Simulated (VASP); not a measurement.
Write the native input for VASP 6.6.1 that does the following.

| Item | Value |
| --- | --- |
| Task | relaxation of cell and atoms |
| Functional | PBEsol |
| Potentials or basis | VASP PAW PBE potentials, release 64 (Nb_sv, Si, Sb) |
| Cutoff | 600 eV |
| k mesh | 6 × 6 × 6 |
| Occupations | gaussian, width 0.03 eV |
| Spin | no spin polarisation |
| Further INCAR settings | ALGO = Normal; EDIFF = 1e-07; IBRION = 2; EDIFFG = -0.005; NSW = 90; ISIF = 3 |

The structure of Nb4SiSb2 lies in POSCAR:

```
Nb4SiSb2                                
1.0
   -5.1604372509      5.1604372509      2.4475685654
    5.1604372509     -5.1604372509      2.4475685654
    5.1604372509      5.1604372509     -2.4475685654
  Nb              Si              Sb            
     8     2     4
Direct
     0.0857378343002729    0.7938204293745604    0.8795582636748334
     0.9142621656997272    0.2061795706254395    0.1204417363251666
     0.7938204293745604    0.9142621656997272    0.7080825950742806
     0.2061795706254395    0.0857378343002729    0.2919174049257194
     0.4142621656997271    0.2938204293745605    0.7080825950742806
     0.5857378343002728    0.7061795706254396    0.2919174049257194
     0.7061795706254396    0.4142621656997271    0.1204417363251666
     0.2938204293745605    0.5857378343002728    0.8795582636748334
     0.2500000000000000    0.2500000000000000    0.0000000000000000
     0.7500000000000000    0.7500000000000000    0.0000000000000000
     0.8606053155712299    0.6393946844287701    0.5000000000000000
     0.1393946844287701    0.3606053155712300    0.5000000000000000
     0.6393946844287701    0.1393946844287701    0.7787893688575471
     0.3606053155712300    0.8606053155712299    0.2212106311424528
```

The cell was built by a generator and isn't the measured one.

These files were run (other wordings do the same):

INCAR

```
SYSTEM = Nb4SiSb2
ALGO = Normal
EDIFF = 1E-7
EDIFFG = -0.005
ENCUT = 600
GGA = PS
IBRION = 2
ISIF = 3
ISMEAR = 0
KPAR = 4
LASPH = .TRUE.
LCHARG = .FALSE.
LREAL = .FALSE.
LWAVE = .FALSE.
NELM = 80
NSW = 90
PREC = Accurate
SIGMA = 0.03
```

KPOINTS

```
k-points
0
G
  6 6 6
  0 0 0
```

Potentials or basis: VASP PAW PBE potentials, release 64 (Nb_sv, Si, Sb).

The run is started by

```sh
$ cat potpaw_PBE.64/Nb_sv/POTCAR potpaw_PBE.64/Si/POTCAR potpaw_PBE.64/Sb/POTCAR > POTCAR
$ mpirun -np 4 vasp_std > vasp.out
```

It gave:

The relaxed volume is 18.63 Å³/atom. The relaxed cell is a = 7.698 Å, b = 7.698 Å, c = 7.698 Å, α = 95.80°, β = 95.80°, γ = 142.92°. The space group after relaxing (to 0.05 Å) is I4/mcm (No. 140), the energy gained by relaxing is 0.0 meV/atom and the ionic steps are 3. The pressure after relaxing is 0.0 GPa. The band gap on the k mesh is none (metal or under the smearing width).

Caveat: the PAW data sets were made with another functional, which shifts forces and pressure a little.

It took 11 min on 4 MPI ranks on AMD EPYC 9R45 (Zen 5) (shared host), peak memory 0.98 GiB a rank.
